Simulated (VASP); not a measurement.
A VASP calculation is set up with these files.

**INCAR**
```
# general
SYSTEM   =  CdS
PREC     =  Accurate
ENCUT    =  520
LREAL    =  .False.   # projection in real space or not
LASPH    =  .True.

# electronic loop
EDIFF    =  1E-7   # SCF stop (eV)
NELM     =  100
ALGO     =  Normal   # blocked Davidson
LMAXMIX  =  4   # l cut-off of mixed one-centre charges

# smearing
ISMEAR   =  0   # Gaussian
SIGMA    =  0.05

# functional
GGA      =  PS   # PBEsol

# ions
ISIF     =  2

# output
LWAVE    =  .False.
LCHARG   =  .False.
```

File POSCAR:
```
CdS
1
    0.0000000000     2.9472774045     2.9472774045
    2.9472774045     0.0000000000     2.9472774045
    2.9472774045     2.9472774045     0.0000000000
Cd S
1 1
Direct
  0.0000000000   0.0000000000   0.0000000000
  0.2500000000   0.2500000000   0.2500000000
```

KPOINTS:
```
K-points
0
Gamma
  8 8 8
```

POTCAR, in this order: Cd S (PBE.64 set). Program: vasp_std.

**Question.** Write an equivalent input for Quantum ESPRESSO's pw.x.

**Answer.** One equivalent input (not run):
```
&CONTROL
  calculation = 'scf'
  pseudo_dir = './pseudo'
  outdir = './out'
  tprnfor = .true.
  tstress = .true.
/
&SYSTEM
  ibrav = 0
  nat = 2
  ntyp = 2
  ecutwfc = 102
  occupations = 'smearing'
  smearing = 'gaussian'
  degauss = 0.003675
  input_dft = 'pbesol'
/
&ELECTRONS
  conv_thr = 7.3e-09
  electron_maxstep = 100
/
ATOMIC_SPECIES
  Cd 112.414 Cd.upf
  S 32.060 S.upf
CELL_PARAMETERS angstrom
     0.0000000    2.9472774    2.9472774
     2.9472774    0.0000000    2.9472774
     2.9472774    2.9472774    0.0000000
ATOMIC_POSITIONS crystal
  Cd   0.0000000  0.0000000  0.0000000
  S    0.2500000  0.2500000  0.2500000
K_POINTS automatic
  8 8 8 0 0 0
```
What does not carry over: the potentials are each code's own (VASP's PAW set, PseudoDojo norm-conserving files in pw.x), so ENCUT and ecutwfc are chosen apart and not converted; conv_thr bounds pw.x's estimated SCF error, while EDIFF bounds the energy change between steps.

The compound is CdS in the zinc blende structure, a metastable form; wurtzite is the usual one. This cell is one point of a volume scan, at 1.03 of the reference volume.
